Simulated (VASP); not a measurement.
Level of theory: rev-vdW-DF2, VASP's PBE PAW potentials (set 64) (plane waves; VASP).

Input for VASP

INCAR:
```
SYSTEM = CdTe
ENCUT = 520
LWAVE = .FALSE.
PREC = Accurate
EDIFF = 1E-7
NELM = 100   # most electronic steps
LMAXMIX = 4   # l cut-off of mixed one-centre charges
LASPH = .TRUE.   # aspherical one-centre terms
PARAM2 = 0.7114
AGGAC = 0.0
LCHARG = .FALSE.
ISIF = 2   # forces and stress, cell fixed
ZAB_VDW = -1.8867
ALGO = Normal   # blocked Davidson
LREAL = .FALSE.
LUSE_VDW = .TRUE.
SIGMA = 0.05
ISMEAR = 0   # Gaussian
PARAM1 = 0.1234568
GGA = MK
```

POSCAR:
```
CdTe
1
    0.0000000000     3.3160091406     3.3160091406
    3.3160091406     0.0000000000     3.3160091406
    3.3160091406     3.3160091406     0.0000000000
Cd Te
1 1
Direct
  0.0000000000   0.0000000000   0.0000000000
  0.2500000000   0.2500000000   0.2500000000
```

KPOINTS:
```
Automatic mesh
0
Gamma
7 7 7
0 0 0
```

POTCAR, in this order: Cd Te (PBE.64 set). Program: vasp_std.

The run wrote:

**OSZICAR**
```
       N       E                     dE             d eps       ncg     rms          rms(c)
DAV:   1     0.105744138556E+03    0.10574E+03   -0.82500E+03   520   0.118E+03
DAV:   2     0.376714396475E+01   -0.10198E+03   -0.98243E+02   600   0.274E+02
DAV:   3    -0.365865426184E+00   -0.41330E+01   -0.41242E+01   605   0.572E+01
DAV:   4    -0.408400392440E+00   -0.42535E-01   -0.42531E-01   745   0.514E+00
DAV:   5    -0.408518564618E+00   -0.11817E-03   -0.11817E-03   605   0.258E-01    0.488E+00
DAV:   6    -0.178447724423E+00    0.23007E+00   -0.49783E-01   565   0.883E+00    0.410E+00
DAV:   7    -0.164251675115E+00    0.14196E-01   -0.10842E-01   580   0.238E+00    0.163E+00
DAV:   8    -0.164409520336E+00   -0.15785E-03   -0.84704E-03   555   0.127E+00    0.477E-01
DAV:   9    -0.164517947235E+00   -0.10843E-03   -0.85783E-04   575   0.335E-01    0.814E-02
DAV:  10    -0.164538031601E+00   -0.20084E-04   -0.99691E-05   550   0.114E-01    0.432E-02
DAV:  11    -0.164551808793E+00   -0.13777E-04   -0.31350E-05   535   0.427E-02    0.240E-02
DAV:  12    -0.164550709912E+00    0.10989E-05   -0.27558E-06   602   0.133E-02    0.121E-02
DAV:  13    -0.164550561238E+00    0.14867E-06   -0.16894E-07   587   0.302E-03    0.818E-03
DAV:  14    -0.164550415194E+00    0.14604E-06   -0.14531E-07   417   0.276E-03    0.170E-03
DAV:  15    -0.164550414498E+00    0.69576E-09   -0.18348E-08   285   0.104E-03
   1 F= -.16455041E+00 E0= -.16455041E+00  d E =-.103840E-10
```

OUTCAR:
```
------------------------ aborting loop because EDIFF is reached ----------------------------------------
  FORCE on cell =-STRESS in cart. coord.  units (eV):
  Direction    XX          YY          ZZ          XY          YZ          ZX
  --------------------------------------------------------------------------------------
  Total       -0.4774204     -0.4774204     -0.4774204      0.0000000      0.0000000      0.0000000
  in kB      -10.4890086    -10.4890086    -10.4890086      0.0000000      0.0000000      0.0000000
  external PRESSURE =     -10.4890086 kB  Pullay stress =       0.0000000 kB
  volume of cell :       72.93
      direct lattice vectors                 reciprocal lattice vectors
     0.000000000  3.316009141  3.316009141    -0.150783662  0.150783662  0.150783662
     3.316009141  0.000000000  3.316009141     0.150783662 -0.150783662  0.150783662
     3.316009141  3.316009141  0.000000000     0.150783662  0.150783662 -0.150783662
  FREE ENERGIE OF THE ION-ELECTRON SYSTEM (eV)
  ---------------------------------------------------
  free  energy   TOTEN  =        -0.1645504145 eV

  energy  without entropy=       -0.1645504145  energy(sigma->0) =       -0.16455041
```
(Selected blocks of OUTCAR.)

The compound is CdTe in the zinc blende structure. This cell is one point of a volume scan, at 1.03 of the reference volume.
